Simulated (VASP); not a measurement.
An input for Ansatz (written as the equivalent of a VASP run, and not itself run):

Ansatz 0.2 input:
```yaml
crystal:
  lattice:
    - [6.2569300, 0.0000000, 0.0000000]
    - [0.0000000, 6.2569300, 0.0000000]
    - [0.0000000, 0.0000000, 21.3854000]
  atoms:
    - { symbol: Cs, position: [0.0031130, -0.0000780, 0.4299910] }
    - { symbol: Cs, position: [0.4916270, 0.5006350, 0.2785410] }
    - { symbol: Cs, position: [-0.0006760, 0.0021420, 0.7181630] }
    - { symbol: Cs, position: [0.5059350, 0.4973010, 0.5733100] }
kpoints:
  mp_grid: { grid: [5, 5, 1] }
hamiltonian:
  xc: r2scan
  pseudopotentials: { kind: paw }
scf:
  occupations: { method: fermi_dirac, width: 0.1 }
  max_iter: 100
output: { forces: true, stress: true, eigenvalues: true }
```

**Question.** Translate this input to VASP (INCAR, KPOINTS, POSCAR, choice of POTCAR).

**Answer.** One answer among several that fit: 
KPOINTS:
```
Automatic
0
G
 5 5 1
0 0 0
```

### INCAR
```
SIGMA=0.1
LMAXMIX=4
SYSTEM=Cs
LMIXTAU=.TRUE.
LCHARG=.FALSE.
ISIF=2   # forces and stress, cell fixed
PREC=Accurate
LASPH=.TRUE.   # aspherical one-centre terms
METAGGA=R2SCAN
ISMEAR=-1   # Fermi-Dirac
ALGO=Normal   # blocked Davidson
LREAL=.FALSE.   # projection in real space or not
EDIFF=1E-6
ENCUT=300   # plane-wave cut-off (eV)
LWAVE=.FALSE.
NELM=100
```

**POSCAR**
```
Cs
1
    6.2569300000     0.0000000000     0.0000000000
    0.0000000000     6.2569300000     0.0000000000
    0.0000000000     0.0000000000    21.3854000000
Cs
4
Direct
  0.0031130000  -0.0000780000   0.4299910000
  0.4916270000   0.5006350000   0.2785410000
 -0.0006760000   0.0021420000   0.7181630000
  0.5059350000   0.4973010000   0.5733100000
```

POTCAR, in this order: Cs_sv (PBE.64 set). Program: vasp_std.

What does not carry over: each code has its own PAW files, so the cut-off isn't converted (ENCUT is set for VASP's; basis.ecutwfc is left out, and Ansatz then takes the one that its files recommend); Ansatz stops its SCF on the density residual and VASP on the energy change (EDIFF).

The cell is a sheet with vacuum, built from a database entry that may be metastable or hypothetical.
